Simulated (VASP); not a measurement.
Method: PBEsol GGA, VASP's PBE PAW potentials (set 64) (plane waves; VASP 6.6.1).

The input files of a VASP run:

**KPOINTS**
```
K-points
0
Gamma
 5 11 1
0 0 0
```

**POSCAR**
```
Cu(211) slab
1
    6.1794671388     0.0000000000     0.0000000000
    0.0000000000     2.5227565885     0.0000000000
    0.0000000000     0.0000000000    25.0199109048
Cu
14
Direct
  0.8391583584   0.2500000000   0.3155467855
  0.1665069117   0.7500000000   0.3405403968
  0.4962516242   0.2500000000   0.3666103273
  0.8267271146   0.7500000000   0.3988537756
  0.1659589293   0.2500000000   0.4270874555
  0.4982619147   0.7500000000   0.4559090193
  0.8327899286   0.2500000000   0.4855946282
  0.1672100714   0.7500000000   0.5144053718
  0.5017380853   0.2500000000   0.5440909807
  0.8340410707   0.7500000000   0.5729125445
  0.1732728854   0.2500000000   0.6011462244
  0.5037483758   0.7500000000   0.6333896727
  0.8334930883   0.2500000000   0.6594596032
  0.1608416416   0.7500000000   0.6844532145
```

INCAR:
```
! general
SYSTEM =Cu(211) slab
PREC   =Normal
ENCUT  =400   ! plane-wave cut-off (eV)
LREAL  =.False.
LASPH  =.True.

! electronic loop
EDIFF  =1E-6   ! SCF stop (eV)
NELM   =100   ! most electronic steps
NELMIN =4
ALGO   =Normal   ! blocked Davidson
LMAXMIX=4   ! l cut-off of mixed one-centre charges

! smearing
ISMEAR =1   ! Methfessel-Paxton
SIGMA  =0.1   ! width (eV)

! functional
GGA    =PS   ! PBEsol

! output
LWAVE  =.False.
LCHARG =.False.
LORBIT =11   ! lm-projected
LVHAR  =.True.

! other
LDIPOL =.True.
IDIPOL =3
DIPOL  =0.5 0.5 0.5
```

POTCAR, in this order: Cu (PBE.64 set). Program: vasp_std. Read from the step before: WAVECAR.

Problem. What will the output report for the number of irreducible k-points (NKPTS), largest plane-wave count, number of space-group operations, FFT grid (NGX, NGY, NGZ)?

Solution. 
```yaml
number of irreducible k-points (NKPTS): 18
largest_plane_wave_count: 7136
number_of_space_group_operations: 4
FFT grid (NGX, NGY, NGZ): 30 × 12 × 126
```

The cell is a thin slab with vacuum, built from Cu (fcc): (211) face.
